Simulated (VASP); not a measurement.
Here is the system:

```xyz
2
Lattice="0.0000 2.8350 2.8350 2.8350 0.0000 2.8350 2.8350 2.8350 0.0000" Properties=species:S:1:pos:R:3 pbc="T T T"
Zn     0.0000     0.0000     0.0000
Se     1.4175     1.4175     1.4175
```

Calculation: r2SCAN meta-GGA, VASP's PBE PAW potentials (set 64) (plane waves; VASP). Numerical set-up: 520 eV cut-off, 9×9×9 Γ-centred mesh, tetrahedra with Blöchl corrections, potentials Zn Se.

Q: What does the run give for the energy per atom (σ→0), band gap (over mesh and band path) with the smallest direct gap where there is one?

A: 
```yaml
band gap (over mesh and band path): 1.86 eV
smallest direct gap (over mesh and band path): 1.86 eV
energy per atom (σ→0): -12455 meV/atom
```

The absolute energy has meaning only against runs of the same code, potentials and settings.

The compound is ZnSe in the zinc blende structure. The cell was not relaxed at this level.
